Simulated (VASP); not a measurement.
Here is the system:

```yaml
crystal:
  lattice:
    - [0.00000, 2.26098, 2.26098]
    - [2.26098, 0.00000, 2.26098]
    - [2.26098, 2.26098, 0.00000]
  atoms:
    - { symbol: B, position: [0.00000, 0.00000, 0.00000] }
    - { symbol: P, position: [0.25000, 0.25000, 0.25000] }
```

All values below come from PBEsol GGA, VASP's PBE PAW potentials (set 64) (plane waves; VASP). Settings: 620 eV cut-off, 10×10×10 Γ-centred mesh, Gaussian smearing of 0.050 eV, potentials B P.

### Question
What does the run give for the energy per atom (σ→0)?

### Answer

| Quantity | Value |
|---|---|
| energy per atom (σ→0) | -6838 meV/atom |

Only differences to runs with the same potentials and settings are physical.

The structure was generated: BP was put into the zinc blende type (F-43m), which need not be its known phase. It was relaxed first, which changed the volume by +8 %.
